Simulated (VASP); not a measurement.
Consider the following.

```yaml
crystal:
  lattice:
    - [3.99963, 0.00000, 0.00000]
    - [0.00000, 3.99963, 0.00000]
    - [0.00000, 0.00000, 3.99963]
  atoms:
    - { symbol: Tl, position: [0.00000, 0.00000, 0.00000] }
    - { symbol: Cl, position: [0.50000, 0.50000, 0.50000] }
```

Calculation: revPBE GGA, VASP's PBE PAW potentials (set 64) (plane waves; VASP 6.6.1). Numerical set-up: 520 eV cut-off, Gaussian smearing of 0.050 eV, potentials Tl_d Cl.

Unless said otherwise, spin-orbit coupling is left out, though it shifts the bands of the heavy elements here.

Q: Give the energies of bands 7 to 13 at the high-symmetry points, in eV from the valence-band maximum.

A: 
| band | Γ | X | M | R |
|---|---|---|---|---|
| 7 | -4.24 | -4.72 | -3.19 | -2.31 |
| 8 | -0.98 | -0.66 | -2.14 | -1.41 |
| 9 | -0.98 | -0.66 | -2.14 | -1.41 |
| 10 | -0.98 | 0.00 | -0.60 | -1.41 |
| 11 | 7.41 | 2.49 | 4.85 | 3.07 |
| 12 | 7.41 | 6.56 | 4.85 | 3.07 |
| 13 | 7.41 | 6.56 | 7.98 | 3.07 |

The gap is direct, 2.49 eV, from the valence maximum at X to the conduction minimum at X.

The compound is TlCl in the CsCl type structure. It was relaxed first, which changed the volume by +13 %.
